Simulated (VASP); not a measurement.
## CdTe: excitons from the Bethe-Salpeter equation

What does the electron-hole attraction do to the spectrum of CdTe? The cell is of the zinc-blende type, one of the forms listed for this formula. The start is a cell from a database of measured crystal structures.

Main program and level: VASP 6.6.1; PBE; plane waves and PAW (Cd_GW, Te_GW), in the first sound run; inputs show where later runs differ.

Report form: the programs' logs are mostly left out.

### 1. The structure

It takes space group F-43m (No. 216, cubic). The conventional cell has a = 6.480 Å, b = 6.480 Å, c = 6.480 Å, α = 90.00°, β = 90.00°, γ = 90.00°. Nearest to Cd lie 4 Te at 2.81 Å. Te has 4 Cd at 2.81 Å nearest. Farther neighbours and most contacts between anions are not listed.

### 2. Ground state

The orbitals come from a self-consistent PBE run with a tight EDIFF and a narrow smearing. KPOINTS_OPT adds the bands along a path, which shows whether the mesh holds the band edges.

File INCAR:

```
SYSTEM = CdTe
PREC = Accurate
ENCUT = 300
EDIFF = 1E-08
NELM = 100
ISMEAR = 0
SIGMA = 0.01
LREAL = .FALSE.
ALGO = Normal
GGA = PE
NBANDS = 15
LORBIT = 11
LWAVE = .TRUE.
LCHARG = .FALSE.
KPAR = 8
```

File POSCAR:

```
CdTe
1.0
    0.0000000000      3.2400000000      3.2400000000
    3.2400000000      0.0000000000      3.2400000000
    3.2400000000      3.2400000000      0.0000000000
Cd Te
1 1
Direct
    0.0000000000      0.0000000000      0.0000000000
    0.2500000000      0.2500000000      0.2500000000
```

File KPOINTS:

```
Automatic mesh
0
Gamma
6 6 6
0 0 0
```

File KPOINTS_OPT:

```
Line mode
12
Line-mode
Reciprocal
  0.00000000   0.00000000   0.00000000 GAMMA
  0.50000000   0.00000000   0.50000000 X

  0.50000000   0.00000000   0.50000000 X
  0.50000000   0.25000000   0.75000000 W

  0.50000000   0.25000000   0.75000000 W
  0.37500000   0.37500000   0.75000000 K

  0.37500000   0.37500000   0.75000000 K
  0.00000000   0.00000000   0.00000000 GAMMA

  0.00000000   0.00000000   0.00000000 GAMMA
  0.50000000   0.50000000   0.50000000 L

  0.50000000   0.50000000   0.50000000 L
  0.62500000   0.25000000   0.62500000 U

  0.62500000   0.25000000   0.62500000 U
  0.50000000   0.25000000   0.75000000 W

  0.50000000   0.25000000   0.75000000 W
  0.50000000   0.50000000   0.50000000 L

  0.50000000   0.50000000   0.50000000 L
  0.37500000   0.37500000   0.75000000 K

  0.62500000   0.25000000   0.62500000 U
  0.50000000   0.00000000   0.50000000 X
```

Potentials, in the order of the species: Cd_GW and Te_GW (PBE family, release 64).

Started as:

```sh
$ mpirun -np 8 vasp_std
```

The job ended after 17 s (8 MPI ranks of AMD EPYC 7R43, shared host; peak memory 1.1 GiB; 2.1 min of CPU time).

This step gave:

* free energy (TOTEN): -4.798 eV
* Fermi energy: 3.366 eV
* pressure: 2.454 GPa
* least gap on mesh and path: 0.7619 eV
* least direct gap on mesh and path: 0.7619 eV

The highest empty bands on the path are converged less tightly, to about 0.1 eV. The electronic bands at the labelled points (eV, zero at the valence-band top; v1 is the highest filled band, c1 the lowest empty one):

| point | v4 | v3 | v2 | v1 | c1 | c2 | c3 | c4 |
| --- | --- | --- | --- | --- | --- | --- | --- | --- |
| Γ | -8.01 | 0.00 | 0.00 | 0.00 | 0.76 | 4.61 | 4.61 | 4.61 |
| 0.45 of the way | -8.00 | -2.42 | -0.96 | -0.96 | 2.91 | 3.39 | 6.21 | 6.21 |
| X | -7.52 | -4.31 | -1.87 | -1.87 | 2.61 | 2.67 | 8.81 | 9.14 |
| 0.45 of the way | -7.49 | -4.26 | -2.07 | -2.02 | 3.20 | 3.21 | 7.67 | 7.70 |
| W | -7.44 | -4.19 | -2.32 | -2.20 | 4.25 | 4.68 | 5.56 | 6.31 |
| 0.45 of the way | -7.46 | -4.20 | -2.47 | -1.88 | 3.58 | 4.55 | 6.25 | 6.77 |
| K | -7.48 | -4.21 | -2.56 | -1.55 | 2.90 | 4.51 | 7.35 | 7.47 |
| 0.45 of the way | -7.90 | -3.24 | -1.69 | -0.54 | 2.93 | 5.05 | 5.38 | 5.45 |
| Γ | -8.01 | 0.00 | 0.00 | 0.00 | 0.76 | 4.61 | 4.61 | 4.61 |
| 0.55 of the way | -8.01 | -2.98 | -0.48 | -0.48 | 1.97 | 5.19 | 5.19 | 5.59 |
| L | -7.66 | -4.43 | -0.78 | -0.78 | 1.81 | 5.20 | 5.20 | 7.06 |
| 0.45 of the way | -7.60 | -4.30 | -1.78 | -1.04 | 2.80 | 4.77 | 5.87 | 6.99 |
| U | -7.48 | -4.21 | -2.56 | -1.55 | 2.90 | 4.51 | 7.35 | 7.47 |
| 0.45 of the way | -7.46 | -4.20 | -2.49 | -1.80 | 3.39 | 4.54 | 6.46 | 6.91 |
| W | -7.44 | -4.19 | -2.32 | -2.20 | 4.25 | 4.68 | 5.56 | 6.31 |
| 0.45 of the way | -7.55 | -4.22 | -2.18 | -1.35 | 3.37 | 4.59 | 5.96 | 7.35 |
| L | -7.66 | -4.43 | -0.78 | -0.78 | 1.81 | 5.20 | 5.20 | 7.06 |
| 0.45 of the way | -7.60 | -4.30 | -1.78 | -1.04 | 2.80 | 4.77 | 5.87 | 6.99 |
| K | -7.48 | -4.21 | -2.56 | -1.55 | 2.90 | 4.51 | 7.35 | 7.47 |
| jump to U | -7.48 | -4.21 | -2.56 | -1.55 | 2.90 | 4.51 | 7.35 | 7.47 |
| 0.55 of the way | -7.50 | -4.29 | -2.11 | -1.80 | 2.69 | 3.15 | 8.17 | 8.57 |
| X | -7.52 | -4.31 | -1.87 | -1.87 | 2.61 | 2.67 | 8.81 | 9.14 |

Of the projections kept (Cd, Te), the largest for each band there; the rest of the weight can lie on other orbitals:

| point | v4 | v3 | v2 | v1 | c1 | c2 | c3 | c4 |
| --- | --- | --- | --- | --- | --- | --- | --- | --- |
| Γ | Cd 1.00 | Te 0.84 | Te 0.84 | Te 0.84 | Cd 0.56 | Cd 0.68 | Cd 0.68 | Cd 0.68 |
| X | Cd 0.86 | Cd 0.53 | Te 0.80 | Te 0.80 | Cd 0.58 | Cd 0.57 | Te 0.81 | Te 0.54 |
| W | Cd 0.86 | Cd 0.52 | Te 0.77 | Te 0.78 | Te 0.58 | Te 0.74 | Cd 0.63 | Cd 0.51 |
| K | Cd 0.87 | Cd 0.52 | Te 0.77 | Te 0.80 | Cd 0.57 | Te 0.63 | Te 0.58 | Te 0.56 |
| Γ | Cd 1.00 | Te 0.84 | Te 0.84 | Te 0.84 | Cd 0.56 | Cd 0.68 | Cd 0.68 | Cd 0.68 |
| L | Cd 0.91 | Te 0.57 | Te 0.81 | Te 0.81 | Cd 0.61 | Cd 0.57 | Cd 0.57 | Te 0.72 |

The cell has a gap of 0.762 eV on mesh and path and a pressure of +2.5 GPa, which holds the misfit of the given cell and coordinates with this functional, and any error of cutoff, mesh and data sets. Spin-orbit coupling is left out, which can shift or reorder these edges.

### 3. Empty bands

ALGO = Exact makes the empty bands from the converged ground state in one step. LOPTICS writes the k-derivatives of the orbitals (WAVEDER), which give the long-wavelength limit of the screening.

File INCAR:

```
SYSTEM = CdTe
PREC = Accurate
ENCUT = 300
ISMEAR = 0
SIGMA = 0.01
LREAL = .FALSE.
GGA = PE
NBANDS = 160
ALGO = Exact
NELM = 1
LWAVE = .TRUE.
LCHARG = .FALSE.
LOPTICS = .TRUE.
NEDOS = 1000
CSHIFT = 0.1
```

POSCAR is that of step 2.

KPOINTS is that of step 2.

Started as:

```sh
$ mpirun -np 8 vasp_std
```

Elapsed: 11 s, on 8 MPI ranks; peak memory 0.97 GiB; 80 s of CPU time.

The gap is read on the k-mesh alone, so it is an upper bound where the band edges lie off the mesh.

This step gave:

| Property | Result |
| --- | --- |
| gap on the k-mesh | 0.7619 eV |
| least direct gap on the k-mesh | 0.7619 eV |

WAVECAR now holds 160 bands for 18 electrons. Its independent-particle dielectric tensor has xx, yy, zz = 14.1, 14.1, 14.1 on this mesh, which isn't tested for convergence in mesh or bands and lacks local fields.

### 4. G0W0

This step: G0W0 on PBE; plane waves and PAW (Cd_GW, Te_GW) (VASP 6.6.1).

One pass of GW corrects the levels to first order, with G and W from the starting orbitals. LWAVE keeps the quasiparticle levels in WAVECAR, and the W files hold the screened interaction for the next step.

File INCAR:

```
SYSTEM = CdTe
PREC = Accurate
ENCUT = 300
ISMEAR = 0
SIGMA = 0.01
LREAL = .FALSE.
GGA = PE
NBANDS = 160
ALGO = EVGW0
NELMGW = 1
ENCUTGW = 100
NOMEGA = 48
PRECFOCK = Fast
NBANDSGW = 24
LWAVE = .TRUE.
LCHARG = .FALSE.
```

POSCAR is that of step 3.

KPOINTS is that of step 3.

Started as:

```sh
$ mpirun -np 8 vasp_std
```

The job ended after 6.8 min (8 MPI ranks; peak memory 2.2 GiB; 54 min of CPU time).

Numbers from this step:

```
quasiparticle gap on the mesh                 : 1.525 eV
smallest direct quasiparticle gap on the mesh : 1.525 eV
gap of the starting orbitals on the mesh      : 0.7619 eV
```

GW takes the gap from 0.762 to 1.525 eV. Spin-orbit coupling is left out. The value holds for 160 bands, ENCUTGW = 100 eV and this mesh, and isn't shown to be converged in them.

### 5. BSE, Tamm-Dancoff

This step: BSE on G0W0 on PBE; plane waves and PAW (Cd_GW, Te_GW) (VASP 6.6.1).

The Bethe-Salpeter equation adds the screened attraction of electron and hole to the quasiparticle pairs; ANTIRES = 0 leaves out the coupling to antiresonant pairs.

File INCAR:

```
SYSTEM = CdTe
PREC = Accurate
ENCUT = 300
ISMEAR = 0
SIGMA = 0.01
LREAL = .FALSE.
GGA = PE
NBANDS = 160
ALGO = BSE
NBANDSO = 5
NBANDSV = 4
OMEGAMAX = 25
NEDOS = 1000
CSHIFT = 0.1
PRECFOCK = Fast
LWAVE = .FALSE.
LCHARG = .FALSE.
ENCUTGW = 100
ANTIRES = 0
```

POSCAR is that of step 4.

KPOINTS is that of step 4.

Started as:

```sh
$ mpirun -np 8 vasp_std
```

Wall time 88 s (8 MPI ranks); peak memory 3.4 GiB.

Numbers from this step:

```yaml
lowest_excitation: 1.389 eV
```

The imaginary dielectric function, xx has structure finer than the step of the table below, so its rows give means over 1 eV, whole bins alone (the curve runs from 0 to 25 eV). Peaks (eV: height): 1.4: 21.4, 2.7: 20.3, 3.1: 20.6, 3.7: 11.1, 4.3: 20.7, 4.9: 12.2, 6.4: 9.97.

From 5 filled and 4 empty bands alone, without any pair above OMEGAMAX = 25 eV, so strength is missing wherever others contribute; lines are broadened by CSHIFT, which also makes the tail under the first line. Imaginary dielectric function, xx against photon energy; means over each step:

| photon energy (eV) | imaginary dielectric function, xx |
| --- | --- |
| 1 | 5.03 |
| 2 | 2.67 |
| 3 | 10.9 |
| 4 | 10.0 |
| 5 | 7.92 |
| 6 | 6.63 |
| 7 | 4.69 |
| 8 | 2.64 |
| 9 | 1.23 |
| 10 | 0.861 |
| 11 | 0.309 |
| 12 | 0.353 |
| 13 | 0.136 |
| 14 | 0.134 |
| 15 | 0.146 |
| 16 | 0.100 |
| 17 | 0.0574 |
| 18 | 0.0159 |
| 19 | 0.00801 |
| 20 | 0.00563 |
| 21 | 0.00458 |
| 22 | 0.00384 |
| 23 | 0.00327 |
| 24 | 0.00280 |

Some of the lowest 40 states alone, with states under 2.5 meV apart joined, scaled to the strongest line shown. Exciton lines, with heights relative to the strongest:

| position (eV) | lines merged | oscillator strength |
| --- | --- | --- |
| 1.389 | 3 | 100 |
| 2.657 | 3 | 91 |
| 2.699 | 3 | 0.0 |
| 2.705 | 2 | 0.0 |
| 2.713 | 8 | 0.9 |
| 3.120 | 3 | 88 |
| 3.135 | 3 | 0.0 |
| 3.142 | 2 | 0.0 |
| 3.169 | 8 | 0.0 |

The lowest excitation lies at 1.389 eV, -136 meV against the direct gap of these orbitals, a distance that this coarse mesh makes far too large. Peak heights aren't converged with the mesh, least of all at the onset.

### 6. Without the electron-hole attraction

This step: BSE on G0W0 on PBE, without the electron-hole attraction; plane waves and PAW (Cd_GW, Te_GW) (VASP 6.6.1).

LADDER = .FALSE. removes the attraction and keeps the local fields, which shows what the attraction does.

Changes to INCAR since step 5:

```diff
@@ -19 +19,2 @@
 ANTIRES = 0
+LADDER = .FALSE.
```

POSCAR is that of step 5.

KPOINTS is that of step 5.

Started as:

```sh
$ mpirun -np 8 vasp_std
```

It took 68 s on 8 MPI ranks; peak memory 2.7 GiB.

Numbers from this step:

```yaml
lowest_excitation: 1.528 eV
```

The imaginary dielectric function, xx has structure finer than the step of the table below, so its rows give means over 1 eV, whole bins alone (the curve runs from 0 to 25 eV). Peaks (eV: height): 1.6: 17.6, 2.9: 11.7, 3.3: 15.0, 3.9: 8.00, 4.7: 14.8, 5.2: 15.4, 6.7: 9.32.

From 5 filled and 4 empty bands alone, without any pair above OMEGAMAX = 25 eV, so strength is missing wherever others contribute; lines are broadened by CSHIFT, which also makes the tail under the first line. Table of imaginary dielectric function, xx by photon energy; means over each step:

photon energy (eV), imaginary dielectric function, xx and a bar:
```
        1        2.3 ######
        2        3.6 ##########
        3        7.3 ####################
        4        5.0 ##############
        5       10.9 ##############################
        6        5.3 ###############
        7        7.1 ###################
        8        5.0 ##############
        9        2.9 ########
       10        2.1 ######
       11        0.9 ###
       12        0.6 ##
       13        0.3 #
       14        0.1 
       15        0.2 
       16        0.2 
       17        0.1 
       18        0.0 
       19        0.0 
       20        0.0 
       21        0.0 
       22        0.0 
       23        0.0 
       24        0.0
```

The lowest excitation lies at 1.528 eV, +139 meV against the Tamm-Dancoff singlet. Peak heights aren't converged with the mesh, least of all at the onset.

### 7. Independent quasiparticles

This step: BSE on G0W0 on PBE, independent quasiparticles; plane waves and PAW (Cd_GW, Te_GW) (VASP 6.6.1).

With LADDER and LHARTREE off the pairs don't interact at all, so the lowest line must equal the direct gap.

Changes to INCAR since step 6:

```diff
@@ -20 +20,2 @@
 LADDER = .FALSE.
+LHARTREE = .FALSE.
```

POSCAR is that of step 6.

KPOINTS is that of step 6.

Started as:

```sh
$ mpirun -np 8 vasp_std
```

Run time: 29 s. Hardware: 8 MPI ranks; peak memory 2.6 GiB.

Numbers from this step:

| Property | Result |
| --- | --- |
| lowest excitation | 1.525 eV |

The imaginary dielectric function, xx has structure finer than the step of the table below, so its rows give means over 0.5 eV, whole bins alone (the curve runs from 0 to 25 eV). Peaks (eV: height): 1.50: 17.6, 2.80: 12.2, 3.30: 16.2, 4.68: 19.8, 5.13: 18.1, 5.88: 10.8, 6.63: 12.4.

From 5 filled and 4 empty bands alone, without any pair above OMEGAMAX = 25 eV, so strength is missing wherever others contribute; lines are broadened by CSHIFT, which also makes the tail under the first line. Table of imaginary dielectric function, xx by photon energy; means over each step:

| photon energy (eV) | imaginary dielectric function, xx |
| --- | --- |
| 0.5 | 0.178 |
| 1.0 | 0.883 |
| 1.5 | 8.92 |
| 2.0 | 1.42 |
| 2.5 | 2.41 |
| 3.0 | 8.28 |
| 3.5 | 7.67 |
| 4.0 | 5.36 |
| 4.5 | 12.3 |
| 5.0 | 14.0 |
| 5.5 | 6.52 |
| 6.0 | 8.32 |
| 6.5 | 9.68 |
| 7.0 | 6.52 |
| 7.5 | 4.45 |
| 8.0 | 3.52 |
| 8.5 | 1.93 |
| 9.0 | 1.34 |
| 9.5 | 0.912 |
| 10.0 | 0.807 |
| 10.5 | 0.573 |
| 11.0 | 0.242 |
| 11.5 | 0.177 |
| 12.0 | 0.291 |
| 12.5 | 0.151 |
| 13.0 | 0.105 |
| 13.5 | 0.0911 |
| 14.0 | 0.0681 |
| 14.5 | 0.140 |
| 15.0 | 0.176 |
| 15.5 | 0.175 |
| 16.0 | 0.164 |
| 16.5 | 0.0869 |
| 17.0 | 0.0925 |
| 17.5 | 0.0756 |
| 18.0 | 0.0220 |
| 18.5 | 0.0125 |
| 19.0 | 0.0105 |
| 19.5 | 0.00761 |
| 20.0 | 0.00646 |
| 20.5 | 0.00573 |
| 21.0 | 0.00516 |
| 21.5 | 0.00471 |
| 22.0 | 0.00431 |
| 22.5 | 0.00394 |
| 23.0 | 0.00364 |
| 23.5 | 0.00336 |
| 24.0 | 0.00312 |
| 24.5 | 0.00290 |

The lowest excitation lies at 1.525 eV, +136 meV against the Tamm-Dancoff singlet. Peak heights aren't converged with the mesh, least of all at the onset.

### 8. Summary

This step: BSE on G0W0 on PBE; plane waves and PAW (VASP 6.6.1).

Derived from the runs above.

Cost is wall time times ranks on a shared host, for this step alone, without the steps before it. Excitations by level:

| level | first excitation (eV) | cost (core minutes) |
| --- | --- | --- |
| BSE, Tamm-Dancoff | 1.389 | 11.73 |
| without the electron-hole attraction | 1.528 | 9.07 |
| independent quasiparticles | 1.525 | 3.87 |

### 9. Summary of results

```yaml
bse_tamm_dancoff: lowest vertical excitation 1.389 eV; direct gap 1.525 eV
without_the_electron_hole_attraction: lowest vertical excitation 1.528 eV; direct gap 1.525 eV
independent_quasiparticles: lowest vertical excitation 1.525 eV; direct gap 1.525 eV
```

What this shows: The Bethe-Salpeter equation puts the lowest vertical singlet excitation at 1.389 eV, 0.14 eV below the direct gap of 1.525 eV; the states within 10 meV of it carry 100 % of the strength of the strongest such group among the lowest 40 states. The attraction moves the centre of weight of eps2 xx over the computed range by -0.95 eV against the run without the attraction, a shift that holds the same mesh error. The binding energy was not obtained: in a well-screened crystal the exciton spreads over many cells, and on this mesh its distance from the gap is set by the mesh and is far too large. On such a mesh the heights of single peaks aren't converged either. Bands, response cutoff and mesh of the GW step weren't tested in this session. Only the bands set by NBANDSO and NBANDSV form pairs, and any pair above OMEGAMAX = 25 eV is dropped, so the spectrum is that of this window; the window can cut degenerate bands. Spin-orbit coupling is left out; with Cd and Te in the cell it can split or shift band edges, by an amount that depends on which atoms form them and isn't tested here. Not tabulated here, as repeats of values shown or as unfit to read for their mesh, reference level or band range: eps2 curves (empty bands); eps1 curves and static values (BSE, empty bands, independent quasiparticles, without the electron-hole attraction); exciton binding energies (BSE); line lists of runs without attraction (independent quasiparticles, without the electron-hole attraction).

[Lines on the potential files, build, host, timing and source positions are cut from VASP's logs without a mark.]

[Logs are printed without paths, hosts, clocks, repeated set-up lines and the standing remarks that a program may print on its own settings, such as how far it seeks lower states.]

[Hosts, paths, dates, database ids (printed as entryN), source tags and the programs' standing remarks are cut or masked in the printed files.]

[Pressures printed for these runs are not shown converged in the cutoff: they can be off by several GPa and have the wrong sign.]
